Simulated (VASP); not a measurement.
Here is the system:

```
CELL_PARAMETERS angstrom
      0.00000     3.34217     3.34217
      3.34217     0.00000     3.34217
      3.34217     3.34217     0.00000
ATOMIC_POSITIONS crystal
  K  0.00000 0.00000 0.00000
  Br 0.50000 0.50000 0.50000
```

All values below come from vdW-DF2, VASP's PBE PAW potentials (set 64) (plane waves; VASP 6.6.1). Settings: 520 eV cut-off, Gaussian smearing of 0.050 eV, potentials K_sv Br.

**Question.** Estimate the band gap (along the path) with the smallest direct gap where there is one.

**Answer.** 
The band gap (along the path) is 3.99 eV and the smallest direct gap (along the path) is 3.99 eV.

Total energies compare only between runs with the same potentials, cut-off and functional.

The compound is KBr in the rock salt structure. It was relaxed first.
